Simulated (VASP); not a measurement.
# ZnB (Pm-3m) in VASP: further runs, part 2 of 2

VASP 6.6.1. The steps go on from the part before.

### Step 4. Single point, PBE

This run uses another cell than the first one, of 10.91 Å³/atom, 0.986 times its volume.

Contents of INCAR:

```
SYSTEM = ZnB
ALGO = Normal
EDIFF = 1E-6
ENCUT = 520
GGA = PE
ISIF = 2
ISMEAR = 0
LASPH = .TRUE.
LCHARG = .FALSE.
LREAL = .FALSE.
LWAVE = .FALSE.
NBANDS = 14
NELM = 100
PREC = Accurate
SIGMA = 0.1
```

Contents of KPOINTS:

```
k-points
0
G
  6 6 6
  0 0 0
```

Contents of POSCAR:

```
ZnB
1.0
    2.7941342500      0.0000000000      0.0000000000
    0.0000000000      2.7941342500      0.0000000000
    0.0000000000      0.0000000000      2.7941342500
Zn B
1 1
Direct
    0.0000000000      0.0000000000      0.0000000000
    0.5000000000      0.5000000000      0.5000000000
```

Potentials or basis: VASP PAW PBE potentials, release 64 (Zn, B).

Started as:

```sh
> cat potpaw_PBE.64/Zn/POTCAR potpaw_PBE.64/B/POTCAR > POTCAR
> mpirun -np 1 vasp_std > vasp.out
```

OUTCAR:

```text
SYSTEM = ZnB
   EDIFF = 1E-6
   ENCUT = 520
   GGA = PE
   ISIF = 2
   ISMEAR = 0
   LASPH = .TRUE.
   LREAL = .FALSE.
   NELM = 100
   PREC = Accurate

 ion  position               nearest neighbor table
   1  0.000  0.000  0.000-   2 2.42   2 2.42   2 2.42   2 2.42   2 2.42   2 2.42   2 2.42   2 2.42

   2  0.500  0.500  0.500-   1 2.42   1 2.42   1 2.42   1 2.42   1 2.42   1 2.42   1 2.42   1 2.42

  LATTYP: Found a simple cubic cell.
 ALAT       =     2.7941342500

  Lattice vectors:

 A1 = (   2.7941342500,   0.0000000000,   0.0000000000)
 A2 = (   0.0000000000,   2.7941342500,   0.0000000000)
 A3 = (   0.0000000000,   0.0000000000,   2.7941342500)

Analysis of symmetry for initial positions (statically):
=====================================================================
 Subroutine PRICEL returns:
 Original cell was already a primitive cell.

 Routine SETGRP: Setting up the symmetry group for a
 simple cubic supercell.

 Subroutine GETGRP returns: Found 48 space group operations
 (whereof 48 operations were pure point group operations)
 out of a pool of 48 trial point group operations.

The static configuration has the point symmetry O_h .

Analysis of symmetry for dynamics (positions and initial velocities):
=====================================================================
 Subroutine PRICEL returns:
 Original cell was already a primitive cell.

 Routine SETGRP: Setting up the symmetry group for a
 simple cubic supercell.

 Subroutine GETGRP returns: Found 48 space group operations
 (whereof 48 operations were pure point group operations)
 out of a pool of 48 trial point group operations.

The dynamic configuration has the point symmetry O_h .

 Subroutine INISYM returns: Found 48 space group operations
 (whereof 48 operations are pure point group operations),
 and found     1 'primitive' translations

[... 118 lines left out ...]
   LEPSILON=     F    determine dielectric tensor
   LRPA    =     F    only Hartree local field effects (RPA)
 non-spin polarized calculation
 Gauss-broadening in eV      SIGMA  =   0.10
  energy-cutoff  :      520.00
  volume of cell :       21.81
 maximum number of plane-waves:       624
 NGX is ok and might be reduce to    24
   NGX = 11   NGY = 11   NGZ = 11

 number of electron      15.0000018 magnetization

 Free energy of the ion-electron system (eV)
  ---------------------------------------------------
  ext. energy  EPLUGINS =         0.00000000
  ---------------------------------------------------
  free energy    TOTEN  =        -5.34842496 eV

  energy without entropy =       -5.34256100  energy(sigma->0) =       -5.34549298

 E-fermi :   4.8174     XC(G=0): -11.9900

 val. band max:        4.6969854131   @ k =   0.5000   0.5000   0.1667
 cond. band min:       4.8434985195   @ k =   0.5000   0.5000   0.5000
 fundamental gap:      0.1465131064
 Fermi energy:         4.8174053766

 k-point     1 :       0.0000    0.0000    0.0000
  band No.  band energies     occupation
      1      -8.1028      2.00000
      2      -3.3461      2.00000
      3      -3.3461      2.00000
      4      -2.4860      2.00000
      5      -2.4860      2.00000
      6      -2.4860      2.00000
      7       6.6372      0.00000
      8       6.6372      0.00000
      9       6.6372      0.00000
     10      12.1516      0.00000
     11      14.6154      0.00000
     12      14.6154      0.00000
     13      22.3734      0.00000
     14      22.3734      0.00000
[... 309 lines left out ...]
      1      -3.6609      2.00000
      2      -3.6609      2.00000
      3      -3.6609      2.00000
      4      -2.2092      2.00000
      5      -2.2092      2.00000
      6       3.0168      2.00000
      7       4.8435      0.71212
      8       4.8435      0.71212
      9       4.8435      0.71212
     10       7.1712      0.00000
     11       7.1712      0.00000
     12       7.1712      0.00000
     13      10.4293      0.00000
     14      29.6485      0.00000

------------------------ aborting loop because EDIFF is reached ----------------------------------------

  FORCE on cell =-STRESS in cart. coord.  units (eV):
  Direction    XX          YY          ZZ          XY          YZ          ZX
  --------------------------------------------------------------------------------------
  -------------------------------------------------------------------------------------
  Total        0.3533320      0.3533320      0.3533320      0.0000000      0.0000000     -0.0000000
  in kB       25.9508589     25.9508589     25.9508589      0.0000000      0.0000000     -0.0000000
  external PRESSURE =      25.9508589 kB  Pullay stress =       0.0000000 kB

 VOLUME and BASIS-vectors are now :
 -----------------------------------------------------------------------------
  energy-cutoff  :      520.00
  volume of cell :       21.81
      direct lattice vectors                 reciprocal lattice vectors
     2.794134250  0.000000000  0.000000000     0.357892610  0.000000000  0.000000000
     0.000000000  2.794134250  0.000000000     0.000000000  0.357892610  0.000000000
     0.000000000  0.000000000  2.794134250     0.000000000  0.000000000  0.357892610

 POSITION                                       TOTAL-FORCE (eV/Angst)
 -----------------------------------------------------------------------------------
      0.00000      0.00000      0.00000         0.000000      0.000000      0.000000
      1.39707      1.39707      1.39707         0.000000      0.000000      0.000000
 -----------------------------------------------------------------------------------
    total drift:                                0.000000      0.000000      0.000000

  FREE ENERGIE OF THE ION-ELECTRON SYSTEM (eV)
  ---------------------------------------------------
  free  energy   TOTEN  =        -5.3484249564 eV

  energy  without entropy=       -5.3425610031  energy(sigma->0) =       -5.34549298
```

stdout:

```text
POSCAR found type information on POSCAR ZnB
 POSCAR found :  2 types and       2 ions
 scaLAPACK will be used
 LDA part: xc-table for (Slater+PW92), standard interpolation
 POSCAR, INCAR and KPOINTS ok, starting setup
 FFT: planning ... GRIDC
 FFT: planning ... GRID_SOFT
 FFT: planning ... GRID
 WAVECAR not read
 entering main loop
```

Wall time 3.4 s (1 thread of Intel Xeon 6975P-C (Granite Rapids), shared host); peak memory 0.14 GiB.

What came out:

```yaml
Free_energy: -5.3484 eV
Pressure: 2.6 GPa
Band_gap_on_the_k_mesh: none (metal or under the smearing width)
```

Levels at points of the mesh, in eV from the Fermi level:
```tsv
k point	band 5	band 6	band 7	band 8	band 9	band 10
(0.00, 0.00, 0.00)	-7.30	-7.30	1.82	1.82	1.82	7.33
(0.50, 0.00, 0.00)	-7.69	-7.27	-6.06	4.35	4.35	9.93
(0.50, 0.50, 0.00)	-7.04	-4.66	-4.66	-2.99	-0.48	4.90
(0.50, 0.50, 0.50)	-7.03	-1.80	0.03	0.03	0.03	2.35
```

Caveat: the k mesh is coarse (spacing up to 0.37 Å⁻¹), so the values aren't converged.

### Step 5. Overview

```tsv
task	cell	k mesh	cutoff (eV)	mesh quality	gap on the mesh (eV)	pressure (GPa)
single point	Pm-3m, 11.06 Å³/atom	20 × 20 × 20	520	not flagged	none	0.4
relaxation of cell and atoms	relaxed	20 × 20 × 20	600	not flagged	none	0.1
single point	Pm-3m, 10.91 Å³/atom	6 × 6 × 6	520	coarse	none	2.6
```

Alike in all rows: level PBE; potentials or basis VASP PAW PBE potentials, release 64 (Zn, B); no spin polarisation; smearing gaussian 0.1 eV.

Caveats: some runs use coarse meshes.

Absolute energies hang on the potentials; compare differences alone.
